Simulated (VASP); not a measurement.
Here is the system:

```yaml
crystal:
  lattice:
    - [2.28784, 1.32089, 7.43607]
    - [-2.28784, 1.32089, 7.43607]
    - [0.00000, -2.64178, 7.43607]
  atoms:
    - { symbol: Mg, position: [0.50087, 0.50087, 0.50087] }
    - { symbol: Cd, position: [0.99955, 0.99955, 0.99955] }
    - { symbol: Te, position: [0.87357, 0.87357, 0.87357] }
    - { symbol: Te, position: [0.37600, 0.37600, 0.37600] }
```

These are PBEsol GGA, VASP's PBE PAW potentials (set 64) (plane waves; VASP) values and carry that method's errors. Numerical set-up: 400 eV cut-off, 10×10×10 Γ-centred mesh, Gaussian smearing of 0.010 eV, potentials Mg Cd Te.

Unless said otherwise, spin-orbit coupling is left out, though it shifts the bands of the heavy elements here.

Question: What does the run give for the energy per atom (σ→0), band gap (on the k-mesh) with the smallest direct gap where there is one?

Answer: 
| Property | Result |
|---|---|
| band gap (on the k-mesh) | 1.28 eV |
| smallest direct gap (on the k-mesh) | 1.28 eV |
| energy per atom (σ→0) | -3.093 eV/atom |

Only differences to runs with the same potentials and settings are physical.

The structure comes from a computed database's MgCdTe2 entry (R3m); how it stands against other phases isn't given here. It was relaxed first.
